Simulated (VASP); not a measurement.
Method: LDA (Ceperley-Alder, Perdew-Zunger), VASP's LDA PAW potentials (set 64) (plane waves; VASP).

A VASP calculation is set up with these files.

**KPOINTS**
```
Automatic mesh
0
Gamma
10 10 4
0 0 0
```

### INCAR
```
SYSTEM=C
PREC=Accurate; ENCUT=620; LREAL=F
LASPH=T
EDIFF=1E-6; NELM=100; ALGO=Normal
ISMEAR=0; SIGMA=0.05
IBRION=2; NSW=40; ISIF=3
EDIFFG=-0.02; PSTRESS=450
LWAVE=F; LCHARG=F
```

### POSCAR
```
C
1
    1.2014770964    -2.0810181243    -0.0000000000
    1.2014770964     2.0810181243     0.0000000000
    0.0000000000     0.0000000000     5.2475042795
C
4
Direct
  1.0000000000   0.0000000000   0.2500000000
  0.0000000000   1.0000000000   0.7500000000
  0.3333330000   0.6666670000   0.2500000000
  0.6666670000   0.3333330000   0.7500000000
```

POTCAR, in this order: C (LDA.64 set). Program: vasp_std.

Question: What will the output report for the number of irreducible k-points (NKPTS), largest plane-wave count, number of space-group operations, FFT grid (NGX, NGY, NGZ)?

Answer: 
- number of irreducible k-points (NKPTS) = 42
- largest plane-wave count = 937
- number of space-group operations = 24
- FFT grid (NGX, NGY, NGZ) = 20 × 20 × 48

The compound is C in the graphite structure. This run relaxes it under an external pressure of 45 GPa. Symmetry was kept, so distortions that lower it aren't found.
